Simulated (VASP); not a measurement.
# Al2Pt: Al into a neighbouring Al vacancy

Aim: the barrier for one hop in Al2Pt: Al into a neighbouring Al vacancy. The start is a cell from a database of measured crystal structures.

Calculated with VASP 6.6.1; LDA; plane waves and PAW (Pt, Al).

The database entry behind the starting cell differs from later determinations by our own check (0.1 to 0.3 % short, probably kX units), so it need not match the best structure at ambient conditions.

## Step 1: The host crystal

Symmetry: Fm-3m, No. 225, cubic system. Conventional cell: a = 5.910 Å, b = 5.910 Å, c = 5.910 Å, α = 90.00°, β = 90.00°, γ = 90.00°. Nearest to Pt lie 8 Al at 2.56 Å. Al has 4 Pt at 2.56 Å nearest. Farther neighbours are not listed.

Structure file:

```cif
data_structure
_symmetry_space_group_name_H-M 'Fm-3m'
_symmetry_Int_Tables_number 225
_cell_length_a 5.9100
_cell_length_b 5.9100
_cell_length_c 5.9100
_cell_angle_alpha 90.000
_cell_angle_beta 90.000
_cell_angle_gamma 90.000
_cell_volume 206.43
loop_
_atom_site_label
_atom_site_type_symbol
_atom_site_symmetry_multiplicity
_atom_site_Wyckoff_symbol
_atom_site_fract_x
_atom_site_fract_y
_atom_site_fract_z
_atom_site_occupancy
Pt1 Pt 4 a 0.00000 0.00000 0.00000 1
Al1 Al 8 c 0.25000 0.25000 0.75000 1
```

## Step 2: Relax the host

The later steps need the crystal at this functional's own lattice; a raised cutoff keeps the stress reliable while the cell changes.

Contents of INCAR:

```
SYSTEM = Al2Pt
PREC = Accurate
ENCUT = 350
EDIFF = 1E-06
NELM = 120
ISMEAR = 1
SIGMA = 0.15
LREAL = .FALSE.
ALGO = Normal
GGA = CA
NBANDS = 14
LASPH = .TRUE.
LORBIT = 11
LWAVE = .FALSE.
LCHARG = .FALSE.
KPAR = 3
IBRION = 2
NSW = 40
ISIF = 3
EDIFFG = -0.02
POTIM = 0.4
```

Contents of POSCAR:

```
Al2Pt
1.0
    0.0000000000      2.9550000000      2.9550000000
    2.9550000000      0.0000000000      2.9550000000
    2.9550000000      2.9550000000      0.0000000000
Pt Al
1 2
Direct
    0.0000000000      0.0000000000      0.0000000000
    0.7500000000      0.7500000000      0.7500000000
    0.2500000000      0.2500000000      0.2500000000
```

Contents of KPOINTS:

```
Automatic mesh
0
Gamma
7 7 7
0 0 0
```

Potentials, in the order of the species: Pt and Al (LDA family, release 64).

Started as:

```console
> mpirun -np 3 vasp_std
```

Output:

```text
[banner, memory and clock lines left out]
running    3 mpi-ranks, on    1 nodes
 distrk:  each k-point on    1 cores,    3 groups
 distr:  one band on    1 cores,    1 groups

 POSCAR found type information on POSCAR PtAl
 POSCAR found :  2 types and       3 ions
 LDA part: xc-table for (Slater(with rela. corr.)+CA(PZ))
 , standard interpolation
 POSCAR, INCAR and KPOINTS ok, starting setup
 FFT: planning ... GRIDC
 FFT: planning ... GRID_SOFT
 FFT: planning ... GRID
 WAVECAR not read
 entering main loop
       N       E                     dE             d eps       ncg     rms          rms(c)
DAV:   1     0.337572365129E+02    0.33757E+02   -0.52135E+03   584   0.691E+02
DAV:   2    -0.180848047300E+02   -0.51842E+02   -0.46398E+02   658   0.144E+02
DAV:   3    -0.192126582050E+02   -0.11279E+01   -0.11205E+01   736   0.210E+01
DAV:   4    -0.192201672468E+02   -0.75090E-02   -0.75084E-02   650   0.208E+00
DAV:   5    -0.192202693321E+02   -0.10209E-03   -0.10208E-03   716   0.242E-01    0.861E+00
DAV:   6    -0.187137947275E+02    0.50647E+00   -0.19868E+00   632   0.131E+01    0.220E+00
DAV:   7    -0.186140535957E+02    0.99741E-01   -0.15575E-01   614   0.368E+00    0.164E+00
DAV:   8    -0.185728600192E+02    0.41194E-01   -0.38696E-02   676   0.159E+00    0.262E-01
DAV:   9    -0.185726199601E+02    0.24006E-03   -0.15529E-03   704   0.324E-01    0.166E-01
DAV:  10    -0.185726235008E+02   -0.35407E-05   -0.16968E-04   704   0.111E-01    0.186E-02
DAV:  11    -0.185726190249E+02    0.44759E-05   -0.15257E-05   680   0.376E-02    0.781E-03
DAV:  12    -0.185726190972E+02   -0.72315E-07   -0.71751E-07   442   0.598E-03
   1 F= -.18572619E+02 E0= -.18571568E+02  d E =-.185726E+02
 curvature:   0.00 expect dE= 0.000E+00 dE for cont linesearch  0.000E+00
 trial: gam= 0.00000 g(F)=  0.330E-48 g(S)=  0.562E-01 ort = 0.000E+00 (trialstep = 0.100E+01)
 search vector abs. value=  0.562E-01
 bond charge predicted
       N       E                     dE             d eps       ncg     rms          rms(c)
DAV:   1    -0.189278660474E+02   -0.35525E+00   -0.45397E+00   614   0.202E+01    0.408E+00
DAV:   2    -0.186053208084E+02    0.32255E+00   -0.15333E+00   620   0.120E+01    0.110E+00
DAV:   3    -0.185828211045E+02    0.22500E-01   -0.73646E-02   620   0.269E+00    0.325E-01
DAV:   4    -0.185802132014E+02    0.26079E-02   -0.78837E-03   620   0.474E-01    0.988E-02
DAV:   5    -0.185801550356E+02    0.58166E-04   -0.91027E-04   680   0.292E-01    0.669E-02
DAV:   6    -0.185801892543E+02   -0.34219E-04   -0.16999E-04   608   0.102E-01    0.120E-02
DAV:   7    -0.185801876950E+02    0.15592E-05   -0.88032E-06   638   0.286E-02    0.201E-03
DAV:   8    -0.185801877784E+02   -0.83370E-07   -0.36218E-07   334   0.427E-03
   2 F= -.18580188E+02 E0= -.18578789E+02  d E =-.756868E-02
 trial-energy change:   -0.007569  1 .order   -0.006313   -0.056158    0.043531
 step:   0.5817(harm=  0.5633)  dis= 0.00000  next Energy=   -18.589200 (dE=-0.166E-01)
 bond charge predicted
       N       E                     dE             d eps       ncg     rms          rms(c)
DAV:   1    -0.186492225298E+02   -0.69035E-01   -0.79625E-01   608   0.845E+00    0.151E+00
DAV:   2    -0.185928264116E+02    0.56396E-01   -0.25528E-01   620   0.503E+00    0.400E-01
DAV:   3    -0.185897288898E+02    0.30975E-02   -0.10437E-02   608   0.994E-01    0.154E-01
DAV:   4    -0.185892845138E+02    0.44438E-03   -0.12643E-03   602   0.182E-01    0.456E-02
DAV:   5    -0.185892844240E+02    0.89798E-07   -0.13711E-04   668   0.111E-01    0.294E-02
DAV:   6    -0.185892848889E+02   -0.46490E-06   -0.23228E-05   614   0.404E-02    0.521E-03
DAV:   7    -0.185892851270E+02   -0.23810E-06   -0.46928E-07   340   0.456E-03
   3 F= -.18589285E+02 E0= -.18588015E+02  d E =-.166660E-01
 curvature:  -0.28 expect dE=-0.125E-06 dE for cont linesearch -0.125E-06
 trial: gam=-0.00280 g(F)=  0.515E-47 g(S)=  0.443E-06 ort = 0.158E-03 (trialstep = 0.916E+00)
 search vector abs. value=  0.103E-09
 reached required accuracy - stopping structural energy minimisation
```

It took 4.4 s on 3 MPI ranks of Intel Xeon 6975P-C (Granite Rapids), shared host; peak memory 0.41 GiB; 12 s of CPU time.

Lines that name or quote the potential files are left out of all logs, and their timing lines are given in words.

Parts of OUTCAR (step 2):

```text
ion  position               nearest neighbor table
   1  0.000  0.000  0.000-   2 2.56   2 2.56   2 2.56   2 2.56   3 2.56   3 2.56   3 2.56   3 2.56

  LATTYP: Found a face centered cubic cell.
 ALAT       =     5.9100000000

 Subroutine GETGRP returns: Found 48 space group operations
 (whereof 48 operations were pure point group operations)

The static configuration has the point symmetry O_h .

 Found     20 irreducible k-points:

   k-points           NKPTS =     20   k-points in BZ     NKDIM =     20   number of bands    NBANDS=     14

   dimension x,y,z NGX =    28 NGY =   28 NGZ =   28
   dimension x,y,z NGXF=    56 NGYF=   56 NGZF=   56

   ENCUT  =  350.0 eV  25.72 Ry    5.07 a.u.   6.37  6.37  6.37*2*pi/ulx,y,z

   NELECT =      16.0000    total number of electrons

 k-points in reciprocal lattice and weights: Automatic mesh
   0.00000000  0.00000000  0.00000000       0.003
   0.14285714  0.00000000  0.00000000       0.023
   0.28571429  0.00000000  0.00000000       0.023
   0.42857143  0.00000000  0.00000000       0.023
   0.14285714  0.14285714  0.00000000       0.017
   0.28571429  0.14285714  0.00000000       0.070
   0.42857143  0.14285714  0.00000000       0.070
  -0.42857143  0.14285714  0.00000000       0.070
  -0.28571429  0.14285714  0.00000000       0.070
[...]
-0.42857143  0.42857143  0.14285714       0.070
  -0.28571429  0.42857143  0.14285714       0.070

 average (electrostatic) potential at core
       1 -66.5887       2 -70.2826       3 -70.2826

 E-fermi :   8.0195

 k-point     1 :       0.0000    0.0000    0.0000
  band No.  band energies     occupation
    ...
      2       2.8087      2.00000
      3       2.8087      2.00000
      4       2.8087      2.00000
      5       4.1988      2.00000
      6       4.1988      2.00000
      7      11.0659      0.00000
      8      11.8831      0.00000
      9      11.8831      0.00000
     10      11.8831      0.00000
     11      13.5887      0.00000
    ...

 k-point     2 :       0.1429    0.0000    0.0000
  band No.  band energies     occupation
    ...
      2       2.6511      2.00000
      3       2.9000      2.00000
      4       2.9000      2.00000
      5       4.1712      2.00000
      6       4.1712      2.00000
      7       9.3249     -0.00000
      8      11.2122      0.00000
      9      11.2122      0.00000
     10      11.4638      0.00000
     11      13.9095      0.00000
    ...

 k-point     3 :       0.2857    0.0000    0.0000
  band No.  band energies     occupation
    ...
      3       3.0666      2.00000
      4       3.0666      2.00000
      5       4.2071      2.00000
      6       4.2071      2.00000
      7       6.4667      2.00000
      8      10.0563     -0.00000
      9      10.0563     -0.00000
     10      11.8998      0.00000
     11      13.4753      0.00000
     12      13.5162      0.00000
    ...

  Total       -0.0033873     -0.0033873     -0.0033873     -0.0000000      0.0000000      0.0000000
  in kB       -0.1080635     -0.1080635     -0.1080635     -0.0000000      0.0000000      0.0000000
  external PRESSURE =      -0.1080635 kB  Pullay stress =       0.0000000 kB

  energy-cutoff  :      350.00
  volume of cell :       50.22
      direct lattice vectors                 reciprocal lattice vectors
    -0.000000000  2.928324513  2.928324513    -0.170746103  0.170746103  0.170746103
     2.928324513 -0.000000000  2.928324513     0.170746103 -0.170746103  0.170746103
     2.928324513  2.928324513  0.000000000     0.170746103  0.170746103 -0.170746103

 POSITION                                       TOTAL-FORCE (eV/Angst)
 -----------------------------------------------------------------------------------
      0.00000      0.00000      0.00000        -0.000000     -0.000000      0.000000
      4.39249      4.39249      4.39249         0.000000      0.000000     -0.000000
      1.46416      1.46416      1.46416        -0.000000     -0.000000      0.000000
 -----------------------------------------------------------------------------------
    total drift:                               -0.000000     -0.000000      0.000000

  FREE ENERGIE OF THE ION-ELECTRON SYSTEM (eV)
  ---------------------------------------------------
  free  energy   TOTEN  =       -18.5892851270 eV

  energy  without entropy=      -18.5854753136  energy(sigma->0) =      -18.58801519

 reached required accuracy - stopping structural energy minimisation

 total charge
# of ion       s       p       d       tot
------------------------------------------
    1        0.854   0.748   8.191   9.793
    2        0.411   0.381   0.000   0.792
    3        0.411   0.381   0.000   0.792
--------------------------------------------------
tot          1.676   1.510   8.191  11.377

[... 3 further parts left out ...]
```

CONTCAR:

```
Al2Pt
   1.00000000000000
    -0.0000000000000000    2.9283245129266628    2.9283245129266628
     2.9283245129266628   -0.0000000000000000    2.9283245129266628
     2.9283245129266628    2.9283245129266628    0.0000000000000000
  Pt              Al
     1     2
Direct
     0.0000000000000000    0.0000000000000000    0.0000000000000000
     0.7500000000000000    0.7500000000000000    0.7500000000000000
     0.2500000000000000    0.2500000000000000    0.2500000000000000
```

The k-mesh is coarse for a metal. The run keeps the 48 symmetry operations of its start, so it cannot find a distortion of lower symmetry.

Step by step:

| step | energy less that of the first step (eV) | largest force (eV/Å) | pressure (GPa) | volume (Å³) |
| --- | --- | --- | --- | --- |
| 1 | 0.0000 | 0.0000 | -3.75 | 51.61 |
| 2 | -0.0076 | 0.0000 | 3.04 | 49.24 |
| 3 | -0.0167 | 0.0000 | -0.01 | 50.22 |

| conventional cell, symmetrised | before | after | change |
| --- | --- | --- | --- |
| a (Å) | 5.910 | 5.857 | -0.9 % |
| b (Å) | 5.910 | 5.857 | -0.9 % |
| c (Å) | 5.910 | 5.857 | -0.9 % |
| volume (Å³/atom) | 17.20 | 16.74 | -2.7 % |

The relaxed structure:

```xyz
3
Lattice="0.0000 2.9283 2.9283 2.9283 0.0000 2.9283 2.9283 2.9283 0.0000" Properties=species:S:1:pos:R:3 pbc="T T T"
Pt    0.0000    0.0000    0.0000
Al    4.3925    4.3925    4.3925
Al    1.4642    1.4642    1.4642
```

Numbers from this step:

* electronic cycles: 27
* electrons: 16
* free energy (TOTEN): -18.59 eV
* energy at zero smearing: -18.59 eV
* Fermi energy: 8.020 eV
* metallic: yes

The run ended after 3 ionic steps, 0.017 eV below its first step, once forces and stress met EDIFFG = -0.02.

[end of part 1 of 4]

[Lines on the potential files, build, host, timing and source positions are cut from VASP's logs without a mark.]

[Logs are printed without paths, hosts, clocks, repeated set-up lines and the standing remarks that a program may print on its own settings, such as how far it seeks lower states.]

[Hosts, paths, dates, database ids (printed as entryN), source tags and the programs' standing remarks are cut or masked in the printed files.]

[Runs that stopped without an error message from VASP are left out.]
